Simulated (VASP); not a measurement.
VASP runs on ZrS$_{2}$ share one base input (PBE GGA, plane waves, VASP's PBE PAW potentials (set 64)) and change the settings named in each case.

KPOINTS:
```
K-points
0
G
 7 7 1
```

### INCAR
```
SYSTEM=ZrS2
PREC=Accurate; ENCUT=300; LREAL=.FALSE.
LASPH=.TRUE.
EDIFF=1E-6; NELM=100; ALGO=Normal
LMAXMIX=4
ISMEAR=-1; SIGMA=0.1
GGA=PE
ISIF=2
LWAVE=.FALSE.; LCHARG=.FALSE.
```

POSCAR:
```
ZrS2
1.0
  3.5811290000   0.0000000000   0.0000000000
 -1.7905650000   3.1013490000   0.0000000000
  0.0000000000   0.0000000000  16.9473320000
Zr S
1 2
Direct
  0.0000000000   0.0000000000   0.5000000000
  0.3333330000   0.6666670000   0.5869560000
  0.6666670000   0.3333330000   0.4130440000
```

POTCAR, in this order: Zr_sv S (PBE.64 set). Program: vasp_std.

```json
[
 {"change": "base run", "E(σ→0) (eV/atom)": "-7.1181", "largest force (eV/Å)": "0.296", "−TS (eV)": "-0.0014"},
 {"change": "AEXX = 0.25, HFSCREEN = 0.2, ISYM = 3, LHFCALC = .TRUE., PRECFOCK = Fast, KPOINTS 4×4×1 Γ-centred mesh", "E(σ→0) (eV/atom)": "-8.4655", "largest force (eV/Å)": "0.042", "−TS (eV)": "-0.0001"},
 {"change": "KPOINTS 4×4×1 Γ-centred mesh", "E(σ→0) (eV/atom)": "-7.0912", "largest force (eV/Å)": "0.278", "−TS (eV)": "-0.0040"},
 {"change": "AEXX = 0.25, HFSCREEN = 0.2, ISYM = 3, LHFCALC = .TRUE., PRECFOCK = Fast, KPOINTS 5×5×1 Γ-centred mesh", "E(σ→0) (eV/atom)": "-8.4796", "largest force (eV/Å)": "0.048", "−TS (eV)": "-0.0001"},
 {"change": "KPOINTS 5×5×1 Γ-centred mesh", "E(σ→0) (eV/atom)": "-7.1084", "largest force (eV/Å)": "0.284", "−TS (eV)": "-0.0024"},
 {"change": "AEXX = 0.25, HFSCREEN = 0.2, ISYM = 3, LHFCALC = .TRUE., PRECFOCK = Fast, KPOINTS 6×6×1 Γ-centred mesh", "E(σ→0) (eV/atom)": "-8.4853", "largest force (eV/Å)": "0.053", "−TS (eV)": "-0.0001"},
 {"change": "KPOINTS 6×6×1 Γ-centred mesh", "E(σ→0) (eV/atom)": "-7.1155", "largest force (eV/Å)": "0.291", "−TS (eV)": "-0.0018"},
 {"change": "AEXX = 0.25, HFRCUT = -1, ISYM = 3, LHFCALC = .TRUE., PRECFOCK = Fast, KPOINTS 4×4×1 Γ-centred mesh", "E(σ→0) (eV/atom)": "-9.1374", "largest force (eV/Å)": "0.047", "−TS (eV)": "0.0000"},
 {"change": "KPOINTS 4×4×1 Γ-centred mesh", "E(σ→0) (eV/atom)": "-7.0912", "largest force (eV/Å)": "0.278", "−TS (eV)": "-0.0040"},
 {"change": "AEXX = 0.25, HFRCUT = -1, ISYM = 3, LHFCALC = .TRUE., PRECFOCK = Fast, KPOINTS 5×5×1 Γ-centred mesh", "E(σ→0) (eV/atom)": "-9.1478", "largest force (eV/Å)": "0.050", "−TS (eV)": "0.0000"},
 {"change": "KPOINTS 5×5×1 Γ-centred mesh", "E(σ→0) (eV/atom)": "-7.1084", "largest force (eV/Å)": "0.284", "−TS (eV)": "-0.0024"},
 {"change": "AEXX = 0.25, HFRCUT = -1, ISYM = 3, LHFCALC = .TRUE., PRECFOCK = Fast, KPOINTS 6×6×1 Γ-centred mesh", "E(σ→0) (eV/atom)": "-9.1529", "largest force (eV/Å)": "[?]", "−TS (eV)": "0.0000"},
 {"change": "KPOINTS 6×6×1 Γ-centred mesh", "E(σ→0) (eV/atom)": "-7.1155", "largest force (eV/Å)": "0.291", "−TS (eV)": "-0.0018"}
]
```

Question: Some entries are withheld; supply them.

Answer: 
- AEXX = 0.25, HFRCUT = -1, ISYM = 3, LHFCALC = .TRUE., PRECFOCK = Fast, KPOINTS 6×6×1 Γ-centred mesh, largest force (eV/Å): 0.055

Energies of different potentials or functionals have different zeros.  The cell holds a wide vacuum, so values per volume refer to the whole cell.

Left out are runs that ran out of time, are held back, or changed the cell or the kind of run, fixed moments of cells without a moment, rows past the twelfth, gaps on odd meshes, pressures of charged cells and columns that move by less than the noise.

The cell is a sheet or thin cut with vacuum, built from a generated structure.
